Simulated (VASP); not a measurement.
Here is the system:

```yaml
crystal:
  lattice:
    - [2.82168, 0.00000, 0.00000]
    - [0.00000, 2.82168, 0.00000]
    - [0.00000, 0.00000, 2.82168]
  atoms:
    - { symbol: Ga, position: [0.50000, 0.50000, 0.50000] }
    - { symbol: Co, position: [0.00000, 0.00000, 0.00000] }
```

The numbers are results of PBE GGA with D3 dispersion (zero damping), VASP's PBE PAW potentials (set 64) (plane waves; VASP), not measurements. Run with 520 eV cut-off, 13×13×13 Γ-centred mesh, first-order Methfessel-Paxton smearing of 0.10 eV, potentials Ga_d Co.

Q: Estimate the energy per atom (σ→0), pressure, band gap (on the k-mesh) with the smallest direct gap where there is one.

A: 
```
Item                                                         Value
------------------------  ----------------------------------------
band gap (on the k-mesh)  none (metal, semimetal or under 0.01 eV)
energy per atom (σ→0)                               -5.583 eV/atom
pressure                                                  6.24 GPa
```

Only differences to runs with the same potentials and settings are physical.

The compound is CoGa in the CsCl type structure. This cell is one point of a volume scan, at 0.97 of the reference volume. The run is not spin-polarised, so no magnetic state was tried.
